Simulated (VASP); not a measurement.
Calculation: PW91 GGA, VASP's PBE PAW potentials (set 64) (plane waves; VASP).

Input for VASP

**POSCAR**
```
Cd
1
    1.4854638511    -2.5728991623     0.0000000000
    1.4854638511     2.5728991623     0.0000000000
    0.0000000000     0.0000000000     5.8872888759
Cd
2
Direct
  0.3333330000   0.6666670000   0.2500000000
  0.6666670000   0.3333330000   0.7500000000
```

**INCAR**
```
SYSTEM = Cd
PREC = Accurate; ENCUT = 520; LREAL = .False.
LASPH = .True.
EDIFF = 1E-7; NELM = 100; ALGO = Normal
LMAXMIX = 4
ISMEAR = 1; SIGMA = 0.1
GGA = 91
IBRION = 2; NSW = 30; ISIF = 4
EDIFFG = -0.01
LWAVE = .False.; LCHARG = .False.
```

### KPOINTS
```
Automatic mesh
0
Gamma
 14 14 6
```

POTCAR, in this order: Cd (PBE.64 set). Program: vasp_std.

Q: Estimate the energy per atom (σ→0), band gap (on the k-mesh).

A: 
```yaml
energy per atom (σ→0): -0.761 eV/atom
band gap (on the k-mesh): none (metal, semimetal or under 0.01 eV)
```

File OSZICAR:
```
...
DAV:   1    -0.152722614722E+01   -0.52380E-02   -0.23473E-01  3232   0.444E+00    0.346E-01
DAV:   2    -0.152376301128E+01    0.34631E-02   -0.20909E-03  3272   0.616E-01    0.200E-01
DAV:   3    -0.152213017912E+01    0.16328E-02   -0.30885E-03  3232   0.529E-01    0.586E-02
DAV:   4    -0.152215138152E+01   -0.21202E-04   -0.23092E-04  3296   0.208E-01    0.531E-02
DAV:   5    -0.152215114278E+01    0.23874E-06   -0.96355E-07  3608   0.150E-02    0.229E-02
DAV:   6    -0.152215081810E+01    0.32468E-06   -0.24817E-06  3248   0.118E-02    0.183E-02
DAV:   7    -0.152215084291E+01   -0.24806E-07   -0.89336E-08  1824   0.352E-03
   3 F= -.15221508E+01 E0= -.15221008E+01  d E =-.913408E-03
```

The compound is Cd in the hcp structure. This cell is one point of a volume scan, at 0.97 of the reference volume. Symmetry was kept, so distortions that lower it aren't found.
